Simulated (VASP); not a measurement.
Here is a VASP 6.6.1 calculation.

The input POSCAR:

```
Cu
1.0
    0.0000000000      1.8250000000      1.8250000000
    1.8250000000      0.0000000000      1.8250000000
    1.8250000000      1.8250000000      0.0000000000
Cu
1
Direct
    0.0000000000      0.0000000000      0.0000000000
```

The input INCAR.step1:

```
SYSTEM = Cu
PREC     = Accurate       ! precision mode
ENCUT    = 350            ! plane-wave cutoff, eV
EDIFF    = 1E-8           ! SCF threshold, eV
ISMEAR   = 0              ! smearing method
SIGMA    = 0.1            ! smearing width, eV
LREAL    = .False.        ! projectors in reciprocal space
LASPH    = .True.         ! aspherical terms in the spheres
NELM     = 80             ! most SCF steps
ALGO     = Normal         ! electronic algorithm
ISIF     = 3              ! what is computed and relaxed
LWAVE    = .False.        ! write WAVECAR
LCHARG   = .False.        ! write CHGCAR
GGA      = CA             ! functional
IBRION   = 2              ! ionic algorithm
NSW      = 40             ! ionic steps
EDIFFG   = -0.002         ! ionic threshold
```

The input INCAR.step2:

```
SYSTEM = Cu
PREC     = Accurate       ! precision mode
ENCUT    = 350            ! plane-wave cutoff, eV
EDIFF    = 1E-8           ! SCF threshold, eV
ISMEAR   = 0              ! smearing method
SIGMA    = 0.1            ! smearing width, eV
LREAL    = .False.        ! projectors in reciprocal space
LASPH    = .True.         ! aspherical terms in the spheres
NELM     = 80             ! most SCF steps
ALGO     = Normal         ! electronic algorithm
ISIF     = 3              ! what is computed and relaxed
LWAVE    = .False.        ! write WAVECAR
LCHARG   = .False.        ! write CHGCAR
GGA      = CA             ! functional
IBRION   = 6              ! ionic algorithm
NFREE    = 2            
POTIM    = 0.015          ! step
NSW      = 1              ! ionic steps
```

File KPOINTS:

```
Automatic mesh
0
Gamma
  20 20 20
  0 0 0
```

Potentials or basis: VASP PAW LDA potentials, release 64 (Cu).

Launch:

```bash
$ cat potpaw_LDA.64/Cu/POTCAR > POTCAR
$ cp INCAR.step1 INCAR
$ mpirun -np 1 vasp_std > vasp.out
$ cp CONTCAR POSCAR
$ cp INCAR.step2 INCAR
$ mpirun -np 1 vasp_std > vasp.out
```

(1) Predict the elastic constants C11, C12, C44.

(2) Estimate the Voigt bulk modulus.

(3) Predict the relaxed cell.

(4) Estimate the space group after relaxing (to 0.05 Å).

## Answers

(1) 229, 161, 103 GPa.

(2) 184 GPa.

(3) a = 2.489 Å, b = 2.489 Å, c = 2.489 Å, α = 60.00°, β = 60.00°, γ = 60.00°.

(4) Fm-3m (No. 225).

Caveat: the cutoff is under 1.25 times the usual one of these potentials, so pressure, stress and relaxed cells hold a basis-set (Pulay) error.
